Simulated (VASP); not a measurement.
VASP ran on this input.

### KPOINTS
```
Automatic mesh
0
Gamma
4 4 4
0 0 0
```

**POSCAR**
```
CsSnI3
1.0
  6.1859107720   0.0000000000   0.0000000000
  0.0000000000   6.1859107720   0.0000000000
  0.0000000000   0.0000000000   6.1859107720
Cs Sn I
1 1 3
Cartesian
  0.0000000000   0.0000000000   0.0000000000
  3.0929553860   3.0929553860   3.0929553860
  3.0929553860   0.0000000000   3.0929553860
  0.0000000000   3.0929553860   3.0929553860
  3.0929553860   3.0929553860   0.0000000000
```

### INCAR
```
! general
SYSTEM  =CsSnI3
PREC    =Accurate
ENCUT   =520
LREAL   =F
LASPH   =T

! electronic loop
EDIFF   =1E-6
NELM    =100
ALGO    =Normal
LMAXMIX =4
LMIXTAU =T

! smearing
ISMEAR  =0
SIGMA   =0.05

! functional
METAGGA =R2SCAN
LUSE_VDW=T
BPARAM  =11.95
CPARAM  =0.0093

! ions
IBRION  =2
NSW     =60
ISIF    =3
EDIFFG  =-0.02

! output
LWAVE   =F
LCHARG  =F
```

POTCAR, in this order: Cs_sv Sn_d I (PBE.64 set). Program: vasp_std.

Task: Translate this r2SCAN+rVV10 calculation to Ansatz.

Result: One equivalent input (not run):
Ansatz 0.2 input:
```yaml
crystal:
  lattice:
    - [6.1859108, 0.0000000, 0.0000000]
    - [0.0000000, 6.1859108, 0.0000000]
    - [0.0000000, 0.0000000, 6.1859108]
  atoms:
    - { symbol: Cs, position: [0.0000000, 0.0000000, 0.0000000] }
    - { symbol: Sn, position: [0.5000000, 0.5000000, 0.5000000] }
    - { symbol: I, position: [0.5000000, 0.0000000, 0.5000000] }
    - { symbol: I, position: [0.0000000, 0.5000000, 0.5000000] }
    - { symbol: I, position: [0.5000000, 0.5000000, 0.0000000] }
kpoints:
  mp_grid: { grid: [4, 4, 4] }
hamiltonian:
  xc: r2scan
  dispersion: rvv10
  pseudopotentials: { kind: paw }
scf:
  occupations: { method: gaussian, width: 0.05 }
  max_iter: 100
relax:
  max_steps: 60
  f_tol: 0.02
  cell: {}
output: { forces: true, stress: true, eigenvalues: true }
```
The two are equivalent in intent, not identical: each code has its own PAW files, so the cut-off isn't converted (ENCUT is set for VASP's; basis.ecutwfc is left out, and Ansatz then takes the one that its files recommend); Ansatz stops its SCF on the density residual and VASP on the energy change (EDIFF).

The compound is CsSnI3 in the cubic perovskite structure, the ideal cubic form; the compound distorts at low or room temperature. It was relaxed first. The start is the result of an earlier pass.
